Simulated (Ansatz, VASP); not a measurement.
**One calculation of Be3Sb, two programs**

File INCAR:

```
SYSTEM = Be3Sb
ALGO = Normal
EDIFF = 1E-6
EDIFFG = -0.04
ENCUT = 600
GGA = PE
IBRION = 2
ISIF = 3
ISMEAR = 0
LASPH = .True.
LCHARG = .False.
LREAL = .False.
LWAVE = .False.
NELM = 60
NSW = 90
PREC = Accurate
SIGMA = 0.1
```

KPOINTS

```
k-points
0
Gamma
  6 6 4
  0 0 0
```

File POSCAR:

```
Be3Sb
1.0
    3.7090864629      0.0000000000      0.0000000000
   -1.8545432315      3.2121631017      0.0000000000
    0.0000000000      0.0000000000      4.6822992651
Be Sb
3 1
Direct
    0.0000000000      0.6666666667      0.0617009780
    0.6666666667      0.0000000000      0.0617009780
    0.3333333333      0.3333333333      0.0617009780
    0.0000000000      0.0000000000      0.4198459430
```

Input for Ansatz:

```yaml
crystal:
  lattice:
    - [3.7090864629, 0.0, 0.0]
    - [-1.8545432315, 3.2121631017, 0.0]
    - [0.0, 0.0, 4.6822992651]
  atoms:
    - { symbol: Be, position: [0.0, 0.6666666667, 0.061700978] }
    - { symbol: Be, position: [0.6666666667, 0.0, 0.061700978] }
    - { symbol: Be, position: [0.3333333333, 0.3333333333, 0.061700978] }
    - { symbol: Sb, position: [0.0, 0.0, 0.419845943] }
basis:
  ecutwfc: 420
kpoints:
  mp_grid: { grid: [6, 6, 4] }
hamiltonian:
  xc: pbe
scf:
  occupations: { method: gaussian, width: 0.1 }
  lower_state_search: "off"
output:
  forces: true
  stress: true
  eigenvalues: true
relax:
  adjacent_minimum: "off"
  f_tol: 0.04
  max_steps: 70
  cell: { stress_tol: 0.4 }
```

Alike in both runs: task relaxation of cell and atoms; functional PBE; k mesh 6 × 6 × 4; occupations gaussian, width 0.1 eV; no spin polarisation.

```csv
,VASP,Ansatz
version,VASP 6.6.1,Ansatz 0.2.0
potentials or method,"VASP PAW PBE potentials, release 64 (Be, Sb)","scalar-relativistic, plane waves, PAW"
plane-wave cutoff (eV),600,420
valence electrons in the cell,11,21
```

```csv
,VASP,Ansatz,Ansatz less VASP
"gap on the k mesh at the Fermi level, each at its own relaxed structure (eV)",none,none,-
relaxed volume (Å³/atom),14.54,14.52,-0.018
relaxed cell length with the largest relative difference (Å),4.963,4.960,-0.0032
energy change over the relaxation (meV/atom),-606,-586,+20.6
```

A gap of «none» marks a metal or a gap that the smearing closes. The two sets of potentials don't hold the same shells in valence.

The runs have no spin-orbit coupling, so splittings on Sb are missing.
